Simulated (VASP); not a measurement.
Consider the following.

```yaml
crystal:
  lattice:
    - [1.77011, -3.06592, 0.00000]
    - [1.77011, 3.06592, 0.00000]
    - [0.00000, 0.00000, 6.55909]
  atoms:
    - { symbol: Ti, position: [0.00000, 0.00000, 0.00000] }
    - { symbol: Se, position: [0.33333, 0.66667, 0.23619] }
    - { symbol: Se, position: [0.66667, 0.33333, 0.76381] }
```

These are PBE GGA, VASP's PBE PAW potentials (set 64) (plane waves; VASP 6.6.1) values and carry that method's errors. Settings: 400 eV cut-off, 11×11×5 Γ-centred mesh, tetrahedra with Blöchl corrections, potentials Ti_sv Se.

The cores are frozen, which limits the accuracy of field gradients. Without a dispersion term in the relaxation, distances and binding between the weakly bound layers, chains or molecules are unreliable, and so is what depends on them.

### Question
Give the principal components of the electric field gradient (V/Å²) and the asymmetry η at each nucleus.

### Answer

```csv
atom,Vxx,Vyy,Vzz,η
Ti1,12.2,12.2,-24.3,0.00
Se2,24.1,24.1,-48.3,0.00
Se3,24.1,24.1,-48.3,0.00
```

The compound is TiSe2 in the 1T layered structure. It was relaxed first, which changed the volume by +9 %.
